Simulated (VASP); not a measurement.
Input of a VASP 6.6.1 run:

Contents of INCAR:

```
SYSTEM = SnBrCl3
PREC     = Normal         ! precision mode
ENCUT    = 520            ! plane-wave cutoff, eV
EDIFF    = 1E-4           ! SCF threshold, eV
ISMEAR   = 0              ! smearing method
SIGMA    = 0.15           ! smearing width, eV
LREAL    = Auto         
LASPH    = .TRUE.         ! aspherical terms in the spheres
NELM     = 60             ! most SCF steps
ALGO     = Fast           ! electronic algorithm
ISIF     = 3              ! what is computed and relaxed
LWAVE    = .FALSE.        ! write WAVECAR
LCHARG   = .FALSE.        ! write CHGCAR
GGA      = PE             ! functional
IBRION   = 2              ! ionic algorithm
NSW      = 24             ! ionic steps
EDIFFG   = -0.08          ! ionic threshold
```

The input KPOINTS:

```
regular mesh
0
G
  2 2 3
  0 0 0
```

POSCAR

```
SnBrCl3
1.0
    7.3000000000      0.0000000000      0.0000000000
    0.0000000000      6.3000000000      0.0000000000
    0.0000000000      0.0000000000      6.1500000000
Sn Br Cl
2 2 6
Direct
    0.5000000000      0.1700000000      0.5000000000
    0.0000000000      0.8300000000      0.0000000000
    0.5000000000      0.1700000000      0.8950000000
    0.0000000000      0.8300000000      0.3950000000
    0.5000000000      0.8290000000      0.3760000000
    0.7550000000      0.3410000000      0.3760000000
    0.2450000000      0.3410000000      0.3760000000
    0.0000000000      0.1710000000      0.8760000000
    0.2550000000      0.6590000000      0.8760000000
    0.7450000000      0.6590000000      0.8760000000
```

Potentials or basis: VASP PAW PBE potentials, release 64 (Sn_d, Br, Cl).

Launch:

```sh
$ cat potpaw_PBE.64/Sn_d/POTCAR potpaw_PBE.64/Br/POTCAR potpaw_PBE.64/Cl/POTCAR > POTCAR
$ mpirun -np 1 vasp_std > vasp.out
```

Q: Predict the space group after relaxing (to 0.05 Å).

A: Pmn2_1 (No. 31).

Q: What does it give for the relaxed cell?

A: a = 8.689 Å, b = 7.270 Å, c = 7.197 Å, α = 90.00°, β = 90.00°, γ = 90.00°.

Q: Estimate the band gap on the k mesh.

A: 3.15 eV, indirect (least direct gap 3.17 eV).

Q: Estimate the relaxed volume.

A: 45.47 Å³/atom.

The path:
```csv
step,energy change (eV),largest force (eV/Å),pressure (GPa),volume (Å³)
1,0.0000,0.5045,4.56,282.84
2,-0.2195,1.0407,-1.29,317.11
3,-0.3027,0.6059,0.31,304.25
4,-0.4130,0.4958,0.43,311.45
5,-0.6383,0.7214,0.29,333.71
6,-0.6745,1.5772,1.06,381.27
7,-0.7230,1.1390,0.77,362.60
8,-0.7738,0.9649,0.54,368.54
9,-0.8801,0.4089,0.12,386.73
10,-0.8798,0.9743,-0.15,424.87
11,-0.9155,0.2559,-0.07,405.91
12,-0.9212,0.2449,0.00,407.97
13,-0.9336,0.3241,0.12,414.19
14,-0.9341,0.5201,0.44,426.80
15,-0.9376,0.4080,0.33,420.28
16,-0.9434,0.3286,0.34,423.43
17,-0.9548,0.2059,0.17,432.97
18,-0.9570,0.1990,0.23,436.92
19,-0.9575,0.2766,0.13,444.88
20,-0.9641,0.1398,-0.02,451.14
21,-0.9647,0.1050,-0.05,453.91
22,-0.9646,0.0737,-0.06,454.68
```

Caveat: the k mesh is coarse (spacing up to 0.50 Å⁻¹), so the values aren't converged; the volume moved by over 15 % at a fixed basis, so the end points are rough; spin-orbit coupling is left out, which moves the levels of the heavy elements; an odd mesh through Γ misses points on the zone boundary, where band edges often lie; the relaxation stopped at a loose force limit of 0.08 eV/Å, so its end isn't a converged minimum. PBE gaps usually lie below the measured ones, often by a third to a half.
